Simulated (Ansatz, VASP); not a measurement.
# Cross-check of Re (Rhenium) between VASP and Ansatz, part 2 of 2

Aim: how closely do two programs agree when they are given the same cell, functional and k mesh? The cell is taken from a series of runs on this material, whose earlier steps may have relaxed, scaled, displaced or heated it; both programs get it as it stands.

VASP 6.6.1 and Ansatz 0.2.0.

So far: The structure; VASP: zone-centre phonons, PBEsol.

## (3) Ansatz: zone-centre phonons, PBEsol

Level of this step: Ansatz beside VASP: Kohn-Sham DFT, plane waves, PBEsol (Ansatz).

Ansatz runs on its PAW soft_1 files.

The same cell, functional, mesh and smearing now go to Ansatz, which takes its cutoff from its data sets.

File input.yaml:

```yaml
crystal:
  lattice:
    - [2.7321545199, 0.0, 0.0]
    - [-1.36607726, 2.3661152213, 0.0]
    - [0.0, 0.0, 4.4119894588]
  atoms:
    - { symbol: Re, position: [0.3333333333, 0.6666666667, 0.25] }
    - { symbol: Re, position: [0.6666666667, 0.3333333333, 0.75] }
kpoints:
  mp_grid: { grid: [18, 18, 12] }
hamiltonian:
  xc: pbesol
  pseudopotentials: { kind: paw, azcp: { folder: soft_1 }, xc_functional: pbe }
scf:
  occupations: { method: methfessel_paxton, width: 0.2 }
output:
  eigenvalues: true
phonons:
  method: dfpt
```

The run is started by

```bash
ansatz run input.yaml --threads 4 --pin off --max-ram 10240MiB --backend cpu --events-out ev --progress --plain --runs-dir out
```

Numbers of over 12 decimals in the logs are rounded to 6 here.

Log:

```text
zone centre: on kpoints.mp_grid the ground state, and the responses unless they are solved on pairs of k-points, stand on 637 of the mesh's 3888 k-points, reduced under 4 symmetry operations, with k and −k counted as one. Each operation leaves every solved displacement unchanged or reverses it
Engine: ansatz 0.2.0, x86_64-unknown-linux-gnu
Pseudopotentials: kind: paw
Pseudopotential: Re, paw, valence charge 15, recommended cutoff 420 eV (normal), soft_1/Re.paw.azcp
Functional definition: PBEsol
  exchange = pbesol_x
  correlation = pbesol_c
Crystal: 2 atoms, lattice volume = 28.522 Å³
Basis set: ecut = 420 eV, 573 PW (Γ), exchange–correlation on 40×40×60 points (8 copies of the dense FFT grid, shifted against one another)
Bands: 19, of which v1, the nominal top of the filled ones, is band 15 counted from 1 (14 counted from 0)
Symmetry: 24 space group operations
k-points: 637 of 3888 (irreducible under 4 space group operations, time reversal used)
Non-local potential: Re, projectors of the file, l = 0: 3, l = 1: 2, l = 2: 2, l = 3: 1
PAW form: soft (Blöchl's): semilocal exchange-correlation on the pseudo side does not see the compensation charge
PAW frozen core: Re, regenerated for the run's functional, and the local potential with it (the file was generated under x = pbe(κ = 0.804, μ = 0.219515), c = pbe(β = 0.066725))
PAW one-centre angular grid: Re, 590 points (default); XC on 64 Gauss nodes
Initial density: superposition of atomic densities (chi_scale 0.1, normalization cell)
Initial wavefunctions: pseudopotential atomic-orbital guess
Functional: x = pbesol(κ = 0.804, μ = 0.123457), c = pbesol(β = 0.046)
SCF iter   1: F=—  HF=-21477.141693 eV  |F-HF|=—  |Δ(HF+E_count)|=         —  Δρ=6.23e-2  dr2=1.01e0  ethr=3.10e-3  ⟨swp⟩=4.7  Hψ=47920  notcnv=0
preconditioner: auto → none  [metal: Δε(μ)=0.006 eV  Ē_g=6.635 eV  σ=0.200 eV  W_gap=0.03  n_scr=8 (ndim 8)  ℏωp=26.0 eV  f_vac=0.000  D(μ)=1.53/eV (n_scr^D=22)  sad-step TF]
SCF iter   2: F=—  HF=-21476.867162 eV  |F-HF|=—  |Δ(HF+E_count)|=   2.75e-1  S|Δr|=    0.00e0  Δρ=3.65e-2  dr2=3.31e-1  ethr=3.10e-3  ⟨swp⟩=2.0  Hψ=19431  notcnv=0  defer=9
SCF iter   3: F=—  HF=-21476.738748 eV  |F-HF|=—  |Δ(HF+E_count)|=   1.28e-1  S|Δr|=    0.00e0  Δρ=1.71e-3  dr2=3.00e-4  ethr=1.10e-3  ⟨swp⟩=3.0  Hψ=23498  notcnv=0  defer=9
SCF iter   4: F=—  HF=-21476.739051 eV  |F-HF|=—  |Δ(HF+E_count)|=   3.02e-4  S|Δr|=    0.00e0  Δρ=1.77e-4  dr2=9.28e-6  ethr=1.00e-6  ⟨swp⟩=2.1  Hψ=17503  notcnv=0  defer=9
SCF iter   5: F=—  HF=-21476.739048 eV  |F-HF|=—  |Δ(HF+E_count)|=   2.73e-6  S|Δr|=    0.00e0  Δρ=2.84e-5  dr2=1.52e-7  ethr=3.09e-8  ⟨swp⟩=2.0  Hψ=16405  notcnv=0  defer=9
SCF iter   6: F=—  HF=-21476.739048 eV  |F-HF|=—  |Δ(HF+E_count)|=   1.83e-7  S|Δr|=    0.00e0  Δρ=6.23e-6  dr2=8.59e-9  ethr=5.06e-10  ⟨swp⟩=2.6  Hψ=22506  notcnv=0  defer=9
SCF iter   7: F=—  HF=-21476.739048 eV  |F-HF|=—  |Δ(HF+E_count)|=   2.22e-9  S|Δr|=    0.00e0  Δρ=1.19e-6  dr2=2.76e-10  ethr=2.86e-11  ⟨swp⟩=2.8  Hψ=21520  notcnv=0  defer=9
SCF iter   8: F=-21476.739048 eV  HF=-21476.739048 eV  |F-HF|=3.64e-12  |Δ(HF+E_count)|=  9.09e-11  S|Δr|=    0.00e0  Δρ=9.98e-8  dr2=1.07e-12  ethr=1.00e-12  ⟨swp⟩=6.0  Hψ=50907  notcnv=0
SCF 1 converged in 8 iterations: F = -21476.739048 eV  dr2 = 1.07e-12
  greatest PAW one-centre occupation: 0.999 electrons in one spin orbital (limit 2), on the Re atom at site 1 (counted from 0), in its partial waves of l = 0
DFPT response loops at Γ: preconditioner auto → Kerker (q_TF=auto, 2.751 Å⁻¹) (partly filled bands, converged f_vac=0.000); β = 1.00, the filter's whole step (`scf.mixing.beta` (0.50) is not read by the response loops under this deck's `scf.mixing.preconditioner`; to damp them name `kerker` or `kerker_dos`, under which they read `scf.mixing.beta`, and type it under 1.00, their step now; both keys bind the ground state too); Broyden in place of MSR1
SCF converged after 8 iterations
Stability not checked: this state was not tested for a lower state beside it, because cold or Methfessel-Paxton smearing, or corrected tetrahedra, fill the levels in a way that the test cannot read (fill_not_monotonic; see scf.lower_state_search)
Free energy (F): -21476.739048 eV
Harris-Foulkes:  -21476.739048 eV  (|F-HF|=3.64e-12)
Internal energy: -21476.739934 eV  (E = F + TS)
E sigma→0 (E₀):  -21476.739269 eV
Entropy (-TS):   0.000886 eV (0.443 meV/atom)
Fermi energy:    24.730084 eV
--- Per-component energies (eV) ---
  E_band       = -121.348854
  E_kinetic    = 1050.251260
  E_local      = -1496.548205  (includes V_loc(G=0)·N_el)
  E_nonlocal   = 165.381600
  E_hartree    = 524.774417
  E_xc         = -710.052867
  E_vxc        = -582.054901  (∫ρ·V_xc dr)
  E_paw        = -17152.394847  (= ΣΔE_a)
  E_vpaw       = -307.927573  (= ΣTr[D̂ρ^β])
  E_aug_tail   = 0.000103  (compensation charges beyond the density's cutoff)
  E_ewald      = -3858.618049
  E_core_change = 0.466653  (= ΣΔE_core)
  E_smearing   = 0.000886  (= −TS)
  E_closure    = 0.000000  (closes the sum)
  Σ components = -21476.739048   (vs F -21476.739048, Δ=0.00e0)
--- Band table (eV; the first three rows and the last of 637) ---
  k-point 0: bands = [... 11 lower, 23.0756, 23.0829, 23.9596, 23.9596, 24.9331, 24.9331, 25.4395, 28.2640]
  k-point 1: bands = [... 11 lower, 23.0296, 23.0299, 23.9030, 23.9030, 25.0600, 25.0600, 25.1871, 28.2779]
  k-point 2: bands = [... 11 lower, 22.9316, 22.9316, 23.7497, 23.7497, 24.5466, 25.3958, 25.3958, 28.2955]
  k-point 636: bands = [... 11 lower, 21.3360, 22.5270, 22.5270, 24.5402, 24.5402, 28.9162, 28.9162, 31.3697]
--- Phonons (Γ-DFPT): 2 representative perturbations + reference, on 637 of 3888 k-points (Σ response iterations 5) ---
  k mesh reduced under 4 symmetry operations, with k and −k counted as one. Each operation leaves every solved displacement unchanged or reverses it
  ASR residual: 6.888e-5 → 0.000e0 eV/Å²; symmetrization residual: 6.715e-10 eV/Å²
  ASR residual per site (eV/Å²): 6.89e-5 6.89e-5
  Γ frequencies (cm⁻¹): 0.00 0.00 0.00 112.03 122.62 122.62
  non-analytic LO–TO correction: not included (Born effective charges unavailable; polar crystals: no LO–TO splitting at Γ)
```

## (4) Differences

Known differences besides the potentials themselves: the data sets hold 30 valence electrons in Ansatz (on its PAW soft_1 files) and 14 in VASP; the cutoff is 420 eV in Ansatz and 600 eV in VASP; Ansatz makes its cores anew for this functional, VASP keeps those of its PBE data sets. Total energies have different zeros and are not compared.

The two programs side by side:

```tsv
quantity	Ansatz	VASP	difference
optical mode 1 (cm⁻¹)	112.0	108.0	+3.77 %
optical mode 2 to 3 (cm⁻¹)	122.6	120.6	+1.67 %
```

Modes are paired by rising frequency, not by their patterns, so a pair may set unlike modes beside each other; they are those without the splitting of longitudinal modes.

## (5) Results

```yaml
r_m_s_difference_of_the_optical_zone_centre_modes_each_program_s_sorted_by_frequency_zone_centre_phonons_pbesol: 2.9 cm⁻¹
difference_in_optical_mode_1_zone_centre_phonons_pbesol: +3.8 %
```

The r.m.s. difference of the optical zone-centre modes, each program's sorted by frequency is 2.9 cm⁻¹ (zone-centre phonons, PBEsol). The data sets hold unlike numbers of valence electrons (30 in Ansatz and 14 in VASP), so part of the differences comes from the potentials. Among the rows given in per cent, the largest difference of the zone-centre phonons, PBEsol pair is in optical mode 1, +3.8 %. How closely two codes agree says nothing of how well the functional describes the real material.

[Lines on the potential files, build, host, timing and source positions are cut from VASP's logs without a mark.]

[Logs are printed without paths, hosts, clocks, repeated set-up lines and the standing remarks that a program may print on its own settings, such as how far it seeks lower states.]

[Hosts, paths, dates, database ids (printed as entryN), source tags and the programs' standing remarks are cut or masked in the printed files.]
